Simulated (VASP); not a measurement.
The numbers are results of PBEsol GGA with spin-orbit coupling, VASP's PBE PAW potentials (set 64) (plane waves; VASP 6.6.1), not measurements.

The input files of a VASP run:

### KPOINTS_OPT
```
k-points along high-symmetry lines
8
Line-mode
Reciprocal
  0.000000   0.000000   0.000000 ! GAMMA
  0.500000  -0.500000   0.500000 ! H

  0.500000  -0.500000   0.500000 ! H
  0.000000   0.000000   0.500000 ! N

  0.000000   0.000000   0.500000 ! N
  0.000000   0.000000   0.000000 ! GAMMA

  0.000000   0.000000   0.000000 ! GAMMA
  0.250000   0.250000   0.250000 ! P

  0.250000   0.250000   0.250000 ! P
  0.500000  -0.500000   0.500000 ! H

  0.250000   0.250000   0.250000 ! P
  0.000000   0.000000   0.500000 ! N
```

File POSCAR:
```
W
1
   -1.5786153417     1.5786153417     1.5786153417
    1.5786153417    -1.5786153417     1.5786153417
    1.5786153417     1.5786153417    -1.5786153417
W
1
Direct
  0.0000000000   0.0000000000   0.0000000000
```

**INCAR**
```
SYSTEM = W
ALGO = Normal
GGA_COMPAT = .False.
PREC = Accurate
ISMEAR = 0
LCHARG = .False.
LMAXMIX = 6   # l cut-off of mixed one-centre charges
GGA = PS
EDIFF = 1E-6
LWAVE = .False.
NELM = 100
LASPH = .True.   # aspherical one-centre terms
LSORBIT = .True.
LREAL = .False.
ENCUT = 400   # plane-wave cut-off (eV)
SIGMA = 0.05
MAGMOM = 0 0 0
```

### KPOINTS
```
Regular mesh
0
gamma
  15 15 15
0 0 0
```

POTCAR, in this order: W_sv (PBE.64 set). Program: vasp_ncl.

Output of the run:

OSZICAR:
```
       N       E                     dE             d eps       ncg     rms          rms(c)
DAV:   1     0.116206159625E+03    0.11621E+03   -0.66884E+03  5360   0.126E+03
DAV:   2    -0.117181982104E+02   -0.12792E+03   -0.12395E+03  5850   0.394E+02
DAV:   3    -0.152969641740E+02   -0.35788E+01   -0.35408E+01  6198   0.679E+01
DAV:   4    -0.153225878100E+02   -0.25624E-01   -0.25621E-01  5736   0.609E+00
DAV:   5    -0.153228915335E+02   -0.30372E-03   -0.30372E-03  6056   0.640E-01    0.218E+01
DAV:   6    -0.147790702329E+02    0.54382E+00   -0.61852E-01  5820   0.104E+01    0.876E+00
DAV:   7    -0.146365838526E+02    0.14249E+00   -0.31482E-01  6020   0.686E+00    0.196E+00
DAV:   8    -0.146333821554E+02    0.32017E-02   -0.38322E-03  5538   0.765E-01    0.451E-01
DAV:   9    -0.146304250950E+02    0.29571E-02   -0.13086E-03  5816   0.543E-01    0.934E-02
DAV:  10    -0.146304347369E+02   -0.96419E-05   -0.27061E-05  5790   0.648E-02    0.541E-02
DAV:  11    -0.146304336733E+02    0.10636E-05   -0.29547E-06  5784   0.252E-02    0.780E-03
DAV:  12    -0.146304336428E+02    0.30437E-07   -0.22911E-07  2970   0.579E-03
   1 F= -.14630434E+02 E0= -.14630301E+02  d E =-.266217E-03  mag=     0.0000    -0.0000     0.0000
       N       E                     dE             ncg
```

### OUTCAR
```
------------------------ aborting loop because EDIFF is reached ----------------------------------------
  FORCE on cell =-STRESS in cart. coord.  units (eV):
  Direction    XX          YY          ZZ          XY          YZ          ZX
  --------------------------------------------------------------------------------------
  Total        0.0846418      0.0846418      0.0846418      0.0000000      0.0000000     -0.0000000
  in kB        8.6179995      8.6179995      8.6179995      0.0000000      0.0000000     -0.0000000
  external PRESSURE =       8.6179995 kB  Pullay stress =       0.0000000 kB
  volume of cell :       15.74
      direct lattice vectors                 reciprocal lattice vectors
    -1.578615342  1.578615342  1.578615342     0.000000000  0.316733270  0.316733270
     1.578615342 -1.578615342  1.578615342     0.316733270  0.000000000  0.316733270
     1.578615342  1.578615342 -1.578615342     0.316733270  0.316733270  0.000000000
 POSITION                                       TOTAL-FORCE (eV/Angst)
 -----------------------------------------------------------------------------------
      0.00000      0.00000      0.00000         0.000000      0.000000      0.000000
 -----------------------------------------------------------------------------------
    total drift:                                0.000000     -0.000000      0.000000
  FREE ENERGIE OF THE ION-ELECTRON SYSTEM (eV)
  ---------------------------------------------------
  free  energy   TOTEN  =       -14.6304336428 eV

  energy  without entropy=      -14.6301674261  energy(sigma->0) =      -14.63030053

 Ion:    1  E_soc:     -1.6362356
```
(Selected blocks of OUTCAR.)

The structure comes from a measured W entry (Im-3m) of the Crystallography Open Database, whose conditions weren't checked. It was relaxed first.
